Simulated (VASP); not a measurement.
All values below come from revTPSS meta-GGA, VASP's PBE PAW potentials (set 64) (plane waves; VASP).

A VASP calculation is set up with these files.

POSCAR:
```
Sr
6.0106290
  0.0000000000   0.5000000244   0.5000000244
  0.5000000244   0.0000000000   0.5000000244
  0.5000000244   0.5000000244   0.0000000000
Sr
1
Direct
  0.0000000000   0.0000000000   0.0000000000
```

KPOINTS_OPT:
```
k-points along high-symmetry lines
10
Line-mode
Reciprocal
  0.000000   0.000000   0.000000 ! GAMMA
  0.500000   0.000000   0.500000 ! X

  0.500000   0.000000   0.500000 ! X
  0.625000   0.250000   0.625000 ! U

  0.375000   0.375000   0.750000 ! K
  0.000000   0.000000   0.000000 ! GAMMA

  0.000000   0.000000   0.000000 ! GAMMA
  0.500000   0.500000   0.500000 ! L

  0.500000   0.500000   0.500000 ! L
  0.500000   0.250000   0.750000 ! W

  0.500000   0.250000   0.750000 ! W
  0.500000   0.000000   0.500000 ! X
```

INCAR:
```
SYSTEM  =  Sr
PREC  =  Accurate; ENCUT  =  520; LREAL  =  .False.
LASPH  =  .True.
EDIFF  =  1E-7; NELM  =  100; ALGO  =  Normal
LMAXMIX  =  4; LMIXTAU  =  .True.
ISMEAR  =  -5
METAGGA  =  RTPSS
ISIF  =  2
LWAVE  =  .False.; LCHARG  =  .False.; LORBIT  =  11
NEDOS  =  601
```

KPOINTS:
```
Automatic mesh
0
Gamma
12 12 12
0 0 0
```

POTCAR, in this order: Sr_sv (PBE.64 set). Program: vasp_std.

The run wrote:

**OUTCAR**
```
 ion  position               nearest neighbor table
   1  0.000  0.000  0.000-
  LATTYP: Found a face centered cubic cell.
 ALAT       =     6.0106292934
 Subroutine PRICEL returns:
 Original cell was already a primitive cell.
 Subroutine GETGRP returns: Found 48 space group operations
The static configuration has the point symmetry O_h .
The dynamic configuration has the point symmetry O_h .
 Subroutine INISYM returns: Found 48 space group operations
 Subroutine IBZKPT returns following result:
 Found     72 irreducible k-points:

 Following reciprocal coordinates:
            Coordinates               Weight
  0.000000  0.000000  0.000000      1.000000
  0.083333  0.000000  0.000000      8.000000
  0.166667  0.000000  0.000000      8.000000
  0.250000  0.000000  0.000000      8.000000
  0.333333  0.000000  0.000000      8.000000
  0.416667  0.000000  0.000000      8.000000
  0.500000  0.000000  0.000000      4.000000
  0.083333  0.083333  0.000000      6.000000
  0.166667  0.083333  0.000000     24.000000
  0.250000  0.083333  0.000000     24.000000
  0.333333  0.083333  0.000000     24.000000
  0.416667  0.083333  0.000000     24.000000
  0.500000  0.083333  0.000000     24.000000
 -0.416667  0.083333  0.000000     24.000000
 -0.333333  0.083333  0.000000     24.000000
 -0.250000  0.083333  0.000000     24.000000
 -0.166667  0.083333  0.000000     24.000000
 -0.083333  0.083333  0.000000     12.000000
  0.166667  0.166667  0.000000      6.000000
  0.250000  0.166667  0.000000     24.000000
  0.333333  0.166667  0.000000     24.000000
  0.416667  0.166667  0.000000     24.000000
  0.500000  0.166667  0.000000     24.000000
 -0.416667  0.166667  0.000000     24.000000
 -0.333333  0.166667  0.000000     24.000000
...
```

OSZICAR:
```
       N       E                     dE             d eps       ncg     rms          rms(c)
DAV:   1     0.811658046200E+02    0.81166E+02   -0.59671E+03  2014   0.501E+03
DAV:   2     0.272321820253E+02   -0.53934E+02   -0.53047E+02  1553   0.234E+02
DAV:   3     0.232368439954E+02   -0.39953E+01   -0.39820E+01  2405   0.809E+01
DAV:   4     0.231740946020E+02   -0.62749E-01   -0.62670E-01  2217   0.110E+01
DAV:   5     0.231728911126E+02   -0.12035E-02   -0.12015E-02  2404   0.134E+00    0.952E+01
DAV:   6     0.801828298784E+01   -0.15155E+02   -0.42558E+01  1514   0.801E+01    0.242E+01
DAV:   7     0.795719191561E+01   -0.61091E-01   -0.14590E+00  2088   0.116E+01    0.200E+01
DAV:   8     0.797893912771E+01    0.21747E-01   -0.48213E-02  1644   0.273E+00    0.142E+01
DAV:   9     0.813297933935E+01    0.15404E+00   -0.78590E-01  1299   0.133E+01    0.366E+00
DAV:  10     0.808889507971E+01   -0.44084E-01   -0.15738E+00  1296   0.258E+01    0.124E+00
DAV:  11     0.819978555491E+01    0.11089E+00   -0.19596E+00  1296   0.250E+01    0.183E+00
DAV:  12     0.811288517496E+01   -0.86900E-01   -0.39087E+04  1296   0.585E+05    0.726E-01
DAV:  13     0.822025794126E+01    0.10737E+00   -0.67888E+00  1908   0.855E+01    0.800E-01
DAV:  14     0.803017210134E+01   -0.19009E+00   -0.14136E+00  1296   0.169E+01    0.432E-01
DAV:  15     0.798462318930E+01   -0.45549E-01   -0.10248E-01  1335   0.322E+00    0.351E-01
DAV:  16     0.797466167357E+01   -0.99615E-02   -0.13172E-02  1501   0.123E+00    0.416E-01
DAV:  17     0.797078178164E+01   -0.38799E-02   -0.68111E-03  1336   0.931E-01    0.101E+00
DAV:  18     0.797090067481E+01    0.11889E-03   -0.10886E-03  1468   0.433E-01    0.470E-01
DAV:  19     0.797191191701E+01    0.10112E-02   -0.23645E-03  1326   0.554E-01    0.552E-01
DAV:  20     0.797017981521E+01   -0.17321E-02   -0.77315E-04  1341   0.357E-01    0.528E-01
DAV:  21     0.797153383733E+01    0.13540E-02   -0.55705E-04  1326   0.301E-01    0.267E-01
DAV:  22     0.796999628304E+01   -0.15376E-02   -0.41790E-04  1337   0.222E-01    0.196E-01
DAV:  23     0.796966275924E+01   -0.33352E-03   -0.78756E-05  1394   0.110E-01    0.810E-02
DAV:  24     0.796956395654E+01   -0.98803E-04   -0.12112E-05  1372   0.473E-02    0.857E-02
DAV:  25     0.796950488248E+01   -0.59074E-04   -0.16326E-05  1350   0.449E-02    0.375E-02
DAV:  26     0.796945941221E+01   -0.45470E-04   -0.83790E-06  1317   0.329E-02    0.374E-02
DAV:  27     0.796944981545E+01   -0.95968E-05   -0.42888E-06  1492   0.202E-02    0.370E-02
DAV:  28     0.796944953382E+01   -0.28163E-06   -0.12334E-06  1390   0.155E-02    0.337E-02
DAV:  29     0.796945229094E+01    0.27571E-05   -0.23303E-06  1316   0.200E-02    0.331E-02
DAV:  30     0.796945311864E+01    0.82770E-06   -0.29554E-06  1318   0.245E-02    0.294E-02
DAV:  31     0.796944850271E+01   -0.46159E-05   -0.19534E-06  1316   0.198E-02    0.287E-02
DAV:  32     0.796945217970E+01    0.36770E-05   -0.16045E-06  1318   0.150E-02    0.219E-02
DAV:  33     0.796944931764E+01   -0.28621E-05   -0.92652E-07  1329   0.114E-02    0.140E-02
DAV:  34     0.796944929548E+01   -0.22163E-07   -0.16324E-07  1323   0.529E-03
   1 F= 0.79694493E+01 E0= 0.79694493E+01  d E =0.000000E+00
       N       E                     dE             ncg
```

### OUTCAR
```
------------------------ aborting loop because EDIFF is reached ----------------------------------------
  FORCE on cell =-STRESS in cart. coord.  units (eV):
  Direction    XX          YY          ZZ          XY          YZ          ZX
  --------------------------------------------------------------------------------------
  Total       -0.0485634     -0.0485634     -0.0485634      0.0000000     -0.0000000      0.0000000
  in kB       -1.4332422     -1.4332422     -1.4332422      0.0000000     -0.0000000      0.0000000
  external PRESSURE =      -1.4332422 kB  Pullay stress =       0.0000000 kB
  volume of cell :       54.29
      direct lattice vectors                 reciprocal lattice vectors
     0.000000000  3.005314647  3.005314647    -0.166371931  0.166371931  0.166371931
     3.005314647  0.000000000  3.005314647     0.166371931 -0.166371931  0.166371931
     3.005314647  3.005314647  0.000000000     0.166371931  0.166371931 -0.166371931
 POSITION                                       TOTAL-FORCE (eV/Angst)
 -----------------------------------------------------------------------------------
      0.00000      0.00000      0.00000         0.000000      0.000000      0.000000
 -----------------------------------------------------------------------------------
    total drift:                                0.000000      0.000000      0.000000
  FREE ENERGIE OF THE ION-ELECTRON SYSTEM (eV)
  ---------------------------------------------------
  free  energy   TOTEN  =         7.9694492955 eV

  energy  without entropy=        7.9694492955  energy(sigma->0) =        7.96944930

 total charge

# of ion       s       p       d       tot
------------------------------------------
    1        2.060   5.789   0.130   7.979
```
(Selected blocks of OUTCAR.)

For a metal the tetrahedron method with Blöchl corrections gives inexact stress and forces.

The compound is Sr in the fcc structure. It was relaxed first.
